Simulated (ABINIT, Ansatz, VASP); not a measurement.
**Code comparison for KBr (Fm-3m, 2 atoms in the cell)**

Self-consistent single point.

```
KBr
1.0
    0.00000     3.30000     3.30000
    3.30000     0.00000     3.30000
    3.30000     3.30000     0.00000
K Br
1 1
Direct
  0.00000   0.00000   0.00000
  0.50000   0.50000   0.50000
```

Shared settings, as Ansatz (a first-principles code) writes them: kpoints.mp_grid.grid = 6 6 6; magnetization.spin_orbit = true; scf.occupations.method = fermi_dirac; scf.occupations.width = 0.05 eV. Potentials and cutoffs stand in the table.

| code | model | pressure (GPa) | gap on the mesh (eV) | cutoff |
|---|---|---|---|---|
| VASP | PBE, spin-orbit coupling, VASP's PBE PAW potentials (set 64) | – | 4.274 | 300 eV |
| Ansatz | PBE with spin-orbit coupling, default PAW files | 0.72 | 4.275 | 420 eV |
| ABINIT | PBE, spin-orbit coupling, PAW (JTH v2.0 PBE PAW) | 0.75 | 4.272 | 21 Ha |

A dash marks a value that a program does not give, or that is left out as unsure.

Gaps are read on the mesh.

The spread over the programs that give each value: pressure within 0.03 GPa; gap on the mesh within 0.003 eV.

Ansatz's pressure is given at a fixed set of plane waves, as the other plane-wave codes print theirs.

VASP's run is marked for a possible Pulay error in its stress at this cutoff; no cutoff test was made.

The starting cell has typed, rounded lattice constants, without a prior relaxation at this level.

Left out of this page: Quantum ESPRESSO, Elk, FLEUR and SIESTA (not drawn, or without a comparable value).

Keys are those of Ansatz 0.2.
